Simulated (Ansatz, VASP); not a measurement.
# Cu: VASP beside Ansatz

Wanted: the spread between two codes on one cell, functional and k mesh. The structure shown is the end of the Ansatz relaxation below.

Program: Ansatz 0.2.0. Level of theory: plane waves, with VASP 6.6.1 beside it; single point at PBEsol. Results are calculated unless marked as measured.

**1. Starting point**

It takes space group Fm-3m (No. 225, cubic). The conventional cell has a = 3.563 Å, b = 3.563 Å, c = 3.563 Å, α = 90.00°, β = 90.00°, γ = 90.00°. Nearest to Cu lie 12 Cu at 2.52 Å.

Coordinates:

```cif
data_structure
_symmetry_space_group_name_H-M 'Fm-3m'
_symmetry_Int_Tables_number 225
_cell_length_a 3.5626
_cell_length_b 3.5626
_cell_length_c 3.5626
_cell_angle_alpha 90.000
_cell_angle_beta 90.000
_cell_angle_gamma 90.000
_cell_volume 45.22
loop_
_atom_site_label
_atom_site_type_symbol
_atom_site_symmetry_multiplicity
_atom_site_Wyckoff_symbol
_atom_site_fract_x
_atom_site_fract_y
_atom_site_fract_z
_atom_site_occupancy
Cu1 Cu 4 a 0.00000 0.00000 0.00000 1
```

**2. Ansatz: relaxation, PBEsol**

Ansatz runs on its PAW soft_1 files.

This run makes the geometry at which the two programs are then compared.

Contents of input.yaml:

```yaml
crystal:
  lattice:
    - [2.519162, 0.0, 0.0]
    - [0.0, 2.519162, 0.0]
    - [0.0, 0.0, 3.562633]
  atoms:
    - { symbol: Cu, position: [0.0, 0.0, 0.0] }
    - { symbol: Cu, position: [0.5, 0.5, 0.5] }
kpoints:
  mp_grid: { grid: [17, 17, 12] }
scf:
  occupations: { method: fermi_dirac, width: 0.05 }
hamiltonian:
  xc: pbesol
  pseudopotentials: { kind: paw, azcp: { folder: soft_1 }, xc_functional: pbe }
basis:
  ecutwfc: 600
output:
  forces: true
  stress: true
  write_density: true
  write_potential: true
  elf: true
  volumetric_format: npy
relax:
  f_tol: 0.005
  max_steps: 70
  cell: { stress_tol: 0.02, p_target: 0, fix: [c, alpha, beta, gamma] }
```

The run is started by

```sh
ansatz run input.yaml --threads 4 --pin off --max-ram 10240MiB --backend cpu --events-out ev --progress --plain --runs-dir out
```

Numbers of over 12 decimals in the logs are rounded to 6 here.

The log of the run:

```text
Engine: ansatz 0.2.0, aarch64-unknown-linux-gnu
Pseudopotentials: kind: paw
Pseudopotential: Cu, paw, valence charge 19, recommended cutoff 420 eV (normal), soft_1/Cu.paw.azcp
Functional definition: PBEsol
  exchange = pbesol_x
  correlation = pbesol_c
Crystal: 2 atoms, lattice volume = 22.609 Å³
Basis set: ecut = 600 eV, 727 PW (Γ), exchange–correlation on 48×48×60 points (8 copies of the dense FFT grid, shifted against one another)
Bands: 23, of which v1, the nominal top of the filled ones, is band 19 counted from 1 (18 counted from 0)
Symmetry: 32 space group operations
Space group: Fm-3m (ITA 225), of the structure as read, at distance tolerance 2.8e-5 Å
k-points: 315 of 3468
Non-local potential: Cu, projectors of the file, l = 0: 3, l = 1: 2, l = 2: 3, l = 3: 1
PAW form: soft (Blöchl's): semilocal exchange-correlation on the pseudo side does not see the compensation charge
PAW frozen core: Cu, regenerated for the run's functional, and the local potential with it (the file was generated under x = pbe(κ = 0.804, μ = 0.219515), c = pbe(β = 0.066725))
PAW one-centre angular grid: Cu, 590 points (default); XC on 64 Gauss nodes
Initial density: superposition of atomic densities (chi_scale 0.1, normalization cell)
Initial wavefunctions: pseudopotential atomic-orbital guess
Functional: x = pbesol(κ = 0.804, μ = 0.123457), c = pbesol(β = 0.046)
SCF iter   1: F=—  HF=-13179.779588 eV  |F-HF|=—  |Δ(HF+E_count)|=         —  Δρ=2.99e-1  dr2=1.19e1  ethr=3.10e-3  ⟨swp⟩=5.4  Hψ=26898  notcnv=0
preconditioner: auto → none  [metal: Δε(μ)=0.032 eV  Ē_g=10.058 eV  σ=0.050 eV  W_gap=0.16  n_scr=6 (ndim 8)  ℏωp=36.6 eV  f_vac=0.000  D(μ)=0.83/eV (n_scr^D=6)  sad-step TF]
SCF iter   2: F=—  HF=-13178.110642 eV  |F-HF|=—  |Δ(HF+E_count)|=    1.67e0  Δρ=1.34e-1  dr2=2.64e0  ethr=3.10e-3  ⟨swp⟩=2.0  Hψ=14213  notcnv=0  defer=20
SCF iter   3: F=—  HF=-13177.619788 eV  |F-HF|=—  |Δ(HF+E_count)|=   4.91e-1  Δρ=4.19e-2  dr2=2.69e-1  ethr=3.10e-3  ⟨swp⟩=2.1  Hψ=10934  notcnv=0  defer=20
SCF iter   4: F=—  HF=-13177.564538 eV  |F-HF|=—  |Δ(HF+E_count)|=   5.52e-2  Δρ=3.64e-3  dr2=1.11e-3  ethr=7.07e-4  ⟨swp⟩=2.0  Hψ=11057  notcnv=0  defer=22
SCF iter   5: F=—  HF=-13177.568402 eV  |F-HF|=—  |Δ(HF+E_count)|=   3.86e-3  Δρ=1.13e-3  dr2=1.70e-4  ethr=2.92e-6  ⟨swp⟩=2.1  Hψ=13983  notcnv=0  defer=22
SCF iter   6: F=—  HF=-13177.568365 eV  |F-HF|=—  |Δ(HF+E_count)|=   3.66e-5  Δρ=4.35e-5  dr2=2.34e-7  ethr=4.46e-7  ⟨swp⟩=2.1  Hψ=10365  notcnv=0  defer=22
SCF iter   7: F=—  HF=-13177.568367 eV  |F-HF|=—  |Δ(HF+E_count)|=   2.40e-6  Δρ=3.03e-6  dr2=7.64e-10  ethr=2.63e-10  ⟨swp⟩=7.4  Hψ=52437  notcnv=0
SCF iter   8: F=-13177.568367 eV  HF=-13177.568367 eV  |F-HF|=1.82e-12  |Δ(HF+E_count)|=  2.13e-10  Δρ=9.57e-8  dr2=7.32e-13  ethr=2.01e-12  ⟨swp⟩=4.0  Hψ=35333  notcnv=0
SCF 1 converged in 8 iterations: F = -13177.568367 eV  dr2 = 7.32e-13
  greatest PAW one-centre occupation: 1.000 electrons in one spin orbital (limit 2), on the Cu atom at site 1 (counted from 0), in its partial waves of l = 0
relax step   1: F+E_penalty+E_count = -13177.56836735 eV  Δ(F+E_penalty+E_count) = +0.000e0 eV  max|allowed force component| = 4.536e-30 eV/Å  Δτ_max = 0.0000 Å  P = +0.007 GPa  Ω = 22.609 Å³  fix = [c, alpha, beta, gamma]  reactions: c +0.075 GPa  (8 SCF iters, dr2 threshold 1.00e-7 eV, accepted)
[...]
relax step   2: F+E_penalty+E_count = -13177.56836771 eV  Δ(F+E_penalty+E_count) = -3.579e-7 eV  max|allowed force component| = 1.726e-29 eV/Å  Δτ_max = 0.0000 Å  P = +0.018 GPa  Ω = 22.608 Å³  energy of the carried Pulay correction = +1.644e-7 eV  fix = [c, alpha, beta, gamma]  reactions: c +0.085 GPa  (6 SCF iters, accepted)
[...]
relax step   3: F+E_penalty+E_count = -13177.56836752 eV  Δ(F+E_penalty+E_count) = +1.869e-7 eV  max|allowed force component| = 2.761e-30 eV/Å  Δτ_max = 0.0000 Å  P = +0.018 GPa  Ω = 22.608 Å³  fix = [c, alpha, beta, gamma]  reactions: c +0.085 GPa  stress off target by 1.49e-2 GPa on what of the cell is left free  SCF on the basis re-selected at this cell (its energy is not comparable with the rows above)  (7 SCF iters)
basis re-selected at this cell: Δ(F+E_penalty+E_count) = +1.869e-7 eV, ΔP = +0.000 GPa vs the last step (what re-selecting the basis moved, of the pressure what is left beyond the Pulay correction that the steps carried, after the strain that the cell walked since its last selection, with what the two solves' SCF thresholds leave and, on support functions, any second-order correction that the steps lacked; it is no m [...]
SCF converged after 7 iterations
Free energy (F): -13177.568368 eV
Harris-Foulkes:  -13177.568368 eV  (|F-HF|=1.82e-12)
Internal energy: -13177.564476 eV  (E = F + TS)
E sigma→0 (E₀):  -13177.566422 eV
Entropy (-TS):   -0.003892 eV (-1.946 meV/atom)
Fermi energy:    17.124689 eV
--- Per-component energies (eV) ---
  E_band       = -707.476658
  E_kinetic    = 525.313057
  E_local      = -8844.399264  (includes V_loc(G=0)·N_el)
  E_nonlocal   = 1782.675880
  E_hartree    = 3743.705062
  E_xc         = -138.142438
  E_vxc        = -179.073298  (∫ρ·V_xc dr)
  E_paw        = -3557.166200  (= ΣΔE_a)
  E_vpaw       = -1479.403848  (= ΣTr[D̂ρ^β])
  E_aug_tail   = 0.000699  (compensation charges beyond the density's cutoff)
  E_ewald      = -6689.963677
  E_core_change = 0.412405  (= ΣΔE_core)
  E_smearing   = -0.003892  (= −TS)
  E_closure    = 0.000000  (closes the sum)
  Σ components = -13177.568368   (vs F -13177.568368, Δ=0.00e0)
--- Forces (eV/Å), atoms counted from 1 ---
  atom   1  Cu     0.00000000     0.00000000     0.00000000
  atom   2  Cu     0.00000000     0.00000000     0.00000000
  max |Σ_I F_I| component: 1.28e-29 eV/Å
--- Stress (GPa, compression-positive) ---
       -0.014906       0.000000       0.000000
        0.000000      -0.014906       0.000000
        0.000000       0.000000       0.084775
  P = ⅓ Tr σ = 0.0183 GPa (0.183 kbar)
--- Band table (eV; the first three rows and the last of 315) ---
  k-point 0: bands = [... 15 lower, 14.8602, 15.4587, 15.6269, 15.6269, 18.4806, 24.4987, 30.4394, 30.4394]
  k-point 1: bands = [... 15 lower, 14.8702, 15.4483, 15.5888, 15.5888, 17.9717, 25.1771, 30.5688, 30.5688]
  k-point 2: bands = [... 15 lower, 14.8995, 15.4178, 15.4799, 15.4799, 16.8863, 26.7846, 30.9507, 30.9507]
  k-point 314: bands = [... 15 lower, 14.8093, 15.6065, 15.6065, 22.8656, 22.8656, 23.4823, 23.4823, 25.8608]
--- Relaxed structure (2 steps of the walk, 2 accepted, 1 SCFs on fresh bases) ---
  F+E_penalty+E_count = -13177.56836752 eV   max|allowed force component| = 2.761e-30 eV/Å   (the final SCF, on the basis selected at the relaxed cell)
  cell:  # Å, volume = 22.6076 Å³
    - [2.519079, 0, 0.0]
    - [0, 2.519079, 0.0]
    - [0.0, 0.0, 3.562633]
  atoms:
    - { symbol: Cu, position: [0.0, 0.0, 0.0] }
    - { symbol: Cu, position: [0.5, 0.5, 0.500000] }
```

The column dr2 measures how far the density is from self-consistency, as an energy; F and HF (Harris–Foulkes) agree once it is small.

**3. VASP: single point, PBEsol, pair 1**

The same cell, functional, mesh and smearing now go to VASP, with its own data sets.

Lines of VASP's logs that name or quote its potential files are left out, and so is its time.

Contents of INCAR:

```
SYSTEM = Cu
PREC = Accurate
ENCUT = 600
EDIFF = 1E-06
NELM = 120
ISMEAR = -1
SIGMA = 0.05
LREAL = .FALSE.
ALGO = Normal
GGA = PS
NBANDS = 17
LASPH = .TRUE.
LORBIT = 11
LWAVE = .FALSE.
LCHARG = .FALSE.
ISIF = 2
GGA_COMPAT = .FALSE.
KPAR = 2
```

Contents of POSCAR:

```
Cu
1.0
    2.5190786951      0.0000000000      0.0000000000
    0.0000000000      2.5190786951      0.0000000000
    0.0000000000      0.0000000000      3.5626330000
Cu
2
Direct
    0.0000000000      0.0000000000      0.0000000000
    0.5000000000      0.5000000000      0.5000000000
```

Contents of KPOINTS:

```
Automatic mesh
0
Gamma
17 17 12
0 0 0
```

PAW data sets: Cu (PBE family, release 64).

The run is started by

```sh
mpirun -np 2 vasp_std
```

The log of the run:

```text
[banner, memory and clock lines left out]
running    2 mpi-ranks, on    1 nodes
 distrk:  each k-point on    1 cores,    2 groups
 distr:  one band on    1 cores,    1 groups

 POSCAR found type information on POSCAR Cu
 POSCAR found :  1 types and       2 ions
|                                                                             |
|               ----> ADVICE to this user running VASP <----                  |
|                                                                             |
|     You enforced a specific xc type in the INCAR file but a different       |
|     [... a line on the potential file left out ...]
|     I HOPE YOU KNOW WHAT YOU ARE DOING!                                     |
|                                                                             |

 LDA part: xc-table for (Slater+PW92), standard interpolation
 POSCAR, INCAR and KPOINTS ok, starting setup
 FFT: planning ... GRIDC
 FFT: planning ... GRID_SOFT
 FFT: planning ... GRID
 WAVECAR not read
 entering main loop
       N       E                     dE             d eps       ncg     rms          rms(c)
DAV:   1     0.125288116925E+03    0.12529E+03   -0.11801E+04 11534   0.261E+03
DAV:   2    -0.507672627210E+01   -0.13036E+03   -0.12450E+03 10743   0.311E+02
DAV:   3    -0.107649460393E+02   -0.56882E+01   -0.55398E+01 12233   0.927E+01
DAV:   4    -0.108212355478E+02   -0.56290E-01   -0.56255E-01 13169   0.950E+00
DAV:   5    -0.108219655202E+02   -0.72997E-03   -0.72995E-03 13978   0.916E-01    0.119E+01
DAV:   6    -0.944300142070E+01    0.13790E+01   -0.14429E+01 11252   0.113E+02    0.580E+00
DAV:   7    -0.864853853371E+01    0.79446E+00   -0.26523E+00 11436   0.453E+01    0.783E-01
DAV:   8    -0.862495725304E+01    0.23581E-01   -0.22652E-02 13530   0.217E+00    0.508E-01
DAV:   9    -0.862014510513E+01    0.48121E-02   -0.69236E-03 12451   0.247E+00    0.123E-02
DAV:  10    -0.862018172792E+01   -0.36623E-04   -0.20637E-04 12317   0.160E-01    0.473E-03
DAV:  11    -0.862018442106E+01   -0.26931E-05   -0.19871E-06 12473   0.227E-02    0.203E-03
DAV:  12    -0.862018432708E+01    0.93984E-07   -0.79041E-07  6891   0.176E-02
   1 F= -.86201843E+01 E0= -.86182347E+01  d E =-.389917E-02
```

Parts of OUTCAR (step 3):

```text
ion  position               nearest neighbor table
   1  0.000  0.000  0.000-   2 2.52   2 2.52   2 2.52   2 2.52   2 2.52   2 2.52   2 2.52   2 2.52

  LATTYP: Found a simple tetragonal cell.
 ALAT       =     2.5190786951
 C/A-ratio  =     1.4142603036

 Subroutine GETGRP returns: Found 16 space group operations
 (whereof 16 operations were pure point group operations)

The static configuration has the point symmetry D_4h.

 Found    315 irreducible k-points:

   k-points           NKPTS =    315   k-points in BZ     NKDIM =    315   number of bands    NBANDS=     17

   dimension x,y,z NGX =    20 NGY =   20 NGZ =   28
   dimension x,y,z NGXF=    40 NGYF=   40 NGZF=   56

   ENCUT  =  600.0 eV  44.10 Ry    6.64 a.u.   5.03  5.03  7.12*2*pi/ulx,y,z

   NELECT =      22.0000    total number of electrons

 k-points in reciprocal lattice and weights: Automatic mesh
   0.00000000  0.00000000  0.00000000       0.000
   0.05882353  0.00000000  0.00000000       0.001
   0.11764706  0.00000000  0.00000000       0.001
   0.17647059  0.00000000  0.00000000       0.001
   0.23529412  0.00000000  0.00000000       0.001
   0.29411765  0.00000000  0.00000000       0.001
   0.35294118  0.00000000  0.00000000       0.001
   0.41176471  0.00000000  0.00000000       0.001
   0.47058824  0.00000000  0.00000000       0.001
[...]
0.47058824  0.41176471  0.50000000       0.002
   0.47058824  0.47058824  0.50000000       0.001

 average (electrostatic) potential at core
       1 -63.1301       2 -63.1301

 E-fermi :   7.9737

 k-point     1 :       0.0000    0.0000    0.0000
  band No.  band energies     occupation
    ...
      7       5.6762      2.00000
      8       5.6775      2.00000
      9       6.2683      2.00000
     10       6.4349      2.00000
     11       6.4349      2.00000
     12       9.3765      0.00000
     13      15.3592      0.00000
     14      21.3298      0.00000
     15      21.3298      0.00000
     16      25.9596      0.00000
    ...

 k-point     2 :       0.0588    0.0000    0.0000
  band No.  band energies     occupation
    ...
      7       5.6616      2.00000
      8       5.6778      2.00000
      9       6.2368      2.00000
     10       6.2808      2.00000
     11       6.4230      2.00000
     12       9.6194      0.00000
     13      15.3883      0.00000
     14      20.3649      0.00000
     15      21.4565      0.00000
     16      26.4853      0.00000
    ...

 k-point     3 :       0.1176    0.0000    0.0000
  band No.  band energies     occupation
    ...
      7       5.6167      2.00000
      8       5.6877      2.00000
      9       5.9262      2.00000
     10       6.1475      2.00000
     11       6.3873      2.00000
     12      10.2404      0.00000
     13      15.4753      0.00000
     14      18.4703      0.00000
     15      21.8311      0.00000
     16      27.0497      0.00000
    ...

  Total        0.1094541      0.1094541      0.1208693      0.0000000      0.0000000      0.0000000
  in kB        7.7568954      7.7568954      8.5658837      0.0000000      0.0000000      0.0000000
  external PRESSURE =       8.0265581 kB  Pullay stress =       0.0000000 kB

  energy-cutoff  :      600.00
  volume of cell :       22.61
      direct lattice vectors                 reciprocal lattice vectors
     2.519078695  0.000000000  0.000000000     0.396970528  0.000000000  0.000000000
     0.000000000  2.519078695  0.000000000     0.000000000  0.396970528  0.000000000
     0.000000000  0.000000000  3.562633000     0.000000000  0.000000000  0.280691275

 POSITION                                       TOTAL-FORCE (eV/Angst)
 -----------------------------------------------------------------------------------
      0.00000      0.00000      0.00000        -0.000000     -0.000000     -0.000000
      1.25954      1.25954      1.78132         0.000000      0.000000      0.000000
 -----------------------------------------------------------------------------------
    total drift:                               -0.000000      0.000000      0.000000

  FREE ENERGIE OF THE ION-ELECTRON SYSTEM (eV)
  ---------------------------------------------------
  free  energy   TOTEN  =        -8.6201843271 eV

  energy  without entropy=       -8.6162851612  energy(sigma->0) =       -8.61823474

 total charge
# of ion       s       p       d       tot
------------------------------------------
    1        0.465   0.419   9.171  10.055
    2        0.465   0.419   9.171  10.055
--------------------------------------------------
tot          0.931   0.838  18.342  20.111

[... 3 further parts left out ...]
```

The run ends at a pressure of 0.80 GPa.

**4. Comparison**

Known differences besides the potentials themselves: the data sets hold 38 valence electrons in Ansatz (on its PAW soft_1 files) and 22 in VASP; Ansatz makes its cores anew for this functional, VASP keeps those of its PBE data sets; Ansatz's pressure holds a Pulay correction, VASP's none. Total energies have different zeros and are not compared.

Both answers:

| quantity | Ansatz | VASP | difference |
| --- | --- | --- | --- |
| pressure (GPa) | 0.02 | 0.80 | -0.78 |

**5. Ansatz: relaxation, PBEsol**

This run makes the geometry at which the two programs are then compared. The cell compared in this pair holds 22.52 Å³, against 22.61 Å³ for the pair before.

The structure compared here is the end of the Ansatz relaxation.

input.yaml, the sections that differ from step 2:

```yaml
crystal:
  lattice:
    - [2.53175781, 0.0, 0.0]
    - [0.0, 2.53175781, 0.0]
    - [0.0, 0.0, 3.49138034]
  atoms:
    - { symbol: Cu, position: [0.0, 0.0, 0.0] }
    - { symbol: Cu, position: [0.5, 0.5, 0.5] }
output:
  forces: true
  stress: true
# kpoints, scf, hamiltonian, basis, relax: as in step 2
```

The run is started by

```sh
ansatz run input.yaml --threads 4 --pin off --max-ram 10240MiB --backend cpu --events-out ev --progress --plain --runs-dir out
```

The log of the run:

```text
[...]
Crystal: 2 atoms, lattice volume = 22.379 Å³
Basis set: ecut = 600 eV, 749 PW (Γ), exchange–correlation on 48×48×60 points (8 copies of the dense FFT grid, shifted against one another)
Bands: 23, of which v1, the nominal top of the filled ones, is band 19 counted from 1 (18 counted from 0)
Symmetry: 32 space group operations
[...]
k-points: 315 of 3468
[...]
0.009675      -0.000000       0.000000
        0.000000       0.009675       0.000000
        0.000000       0.000000       2.133183
  P = ⅓ Tr σ = 0.7175 GPa (7.175 kbar)
--- Relaxed structure (3 steps of the walk, 3 accepted, 1 SCFs on fresh bases) ---
[...]
cell:  # Å, volume = 22.5200 Å³
    - [2.539717, 0, 0.0]
    - [0, 2.539717, 0.0]
    - [0.0, 0.0, 3.49138034]
  atoms:
    - { symbol: Cu, position: [0.0, 0.0, 0.0] }
    - { symbol: Cu, position: [0.5, 0.5, 0.5] }
[key lines of the parts left out:]
SCF converged after 8 iterations
Free energy (F): -13177.565155 eV
Fermi energy:    17.197799 eV
```

**6. VASP: single point, PBEsol, pair 2**

The same cell, functional, mesh and smearing now go to VASP, with its own data sets.

INCAR is that of step 3.

Contents of POSCAR:

```
Cu
1.0
    2.5397167561      0.0000000000      0.0000000000
    0.0000000000      2.5397167561      0.0000000000
    0.0000000000      0.0000000000      3.4913803400
Cu
2
Direct
    0.0000000000      0.0000000000      0.0000000000
    0.5000000000      0.5000000000      0.5000000000
```

KPOINTS is that of step 3.

The run is started by

```sh
mpirun -np 2 vasp_std
```

The log of the run:

```text
[banner, memory and clock lines left out]
running    2 mpi-ranks, on    1 nodes
[...]
[... a notice as in an earlier step ...]

 LDA part: xc-table for (Slater+PW92), standard interpolation
 POSCAR, INCAR and KPOINTS ok, starting setup
[...]
entering main loop
       N       E                     dE             d eps       ncg     rms          rms(c)
DAV:   1     0.126023184245E+03    0.12602E+03   -0.11780E+04 11550   0.263E+03
DAV:   2    -0.487093595228E+01   -0.13089E+03   -0.12519E+03 10740   0.313E+02
DAV:   3    -0.107650206820E+02   -0.58941E+01   -0.57005E+01 12262   0.936E+01
DAV:   4    -0.108211493603E+02   -0.56129E-01   -0.56096E-01 13144   0.952E+00
[...]
DAV:  10    -0.861653456089E+01   -0.36764E-04   -0.20460E-04 12306   0.159E-01    0.472E-03
DAV:  11    -0.861653723177E+01   -0.26709E-05   -0.20238E-06 12589   0.219E-02    0.191E-03
DAV:  12    -0.861653714054E+01    0.91229E-07   -0.72371E-07  6990   0.163E-02
   1 F= -.86165371E+01 E0= -.86143819E+01  d E =-.431058E-02
```

[end of part 1 of 2]

[Lines on the potential files, build, host, timing and source positions are cut from VASP's logs without a mark.]

[Logs are printed without paths, hosts, clocks, repeated set-up lines and the standing remarks that a program may print on its own settings, such as how far it seeks lower states.]

[Hosts, paths, dates, database ids (printed as entryN), source tags and the programs' standing remarks are cut or masked in the printed files.]
